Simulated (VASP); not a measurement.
Method: PBE GGA, VASP's PBE PAW potentials (set 64) (plane waves; VASP).

VASP ran on this input.

### INCAR
```
ALGO = Normal
EDIFF = 1E-6
EDIFFG = -0.02
ENCUT = 400
GGA = PE
IBRION = 2
ISIF = 3
ISMEAR = 0
LASPH = .TRUE.
LCHARG = .FALSE.
LMAXMIX = 4
LREAL = .FALSE.
LWAVE = .FALSE.
NELM = 100
NSW = 60
PREC = Accurate
SIGMA = 0.05
SYSTEM = CdSe
```

POSCAR:
```
CdSe
1
    2.1922128721    -3.7970238253    -0.0000000000
    2.1922128721     3.7970238253    -0.0000000000
    0.0000000000     0.0000000000     7.1374483473
Cd Se
2 2
Direct
  0.6666670000   0.3333330000   0.5001024707
  0.3333330000   0.6666670000   0.0001024707
  0.6666670000   0.3333330000   0.8758975293
  0.3333330000   0.6666670000   0.3758975293
```

**KPOINTS**
```
Automatic mesh
0
Gamma
5 5 3
0 0 0
```

POTCAR, in this order: Cd Se (PBE.64 set). Program: vasp_std.

Q: Predict the energy per atom (σ→0).

A: 
```json
{
 "energy per atom (σ→0)": "-2.743 eV/atom"
}
```

OSZICAR:
```
...
DAV:   8    -0.109737679496E+02    0.11717E-02   -0.61160E-02   464   0.270E+00    0.361E-01
DAV:   9    -0.109736210834E+02    0.14687E-03   -0.94917E-03   488   0.121E+00    0.117E-01
DAV:  10    -0.109737744493E+02   -0.15337E-03   -0.10126E-03   500   0.377E-01    0.790E-02
DAV:  11    -0.109739007723E+02   -0.12632E-03   -0.31468E-04   476   0.120E-01    0.232E-02
DAV:  12    -0.109738714729E+02    0.29299E-04   -0.13862E-04   530   0.119E-01    0.759E-03
DAV:  13    -0.109738750769E+02   -0.36039E-05   -0.18600E-05   458   0.266E-02    0.828E-03
DAV:  14    -0.109738747607E+02    0.31621E-06   -0.10739E-06   376   0.609E-03
   1 F= -.10973875E+02 E0= -.10973875E+02  d E =-.109739E+02
```

The compound is CdSe in the wurtzite structure. It was relaxed first, which changed the volume by +6 %. The start is the result of an earlier pass.
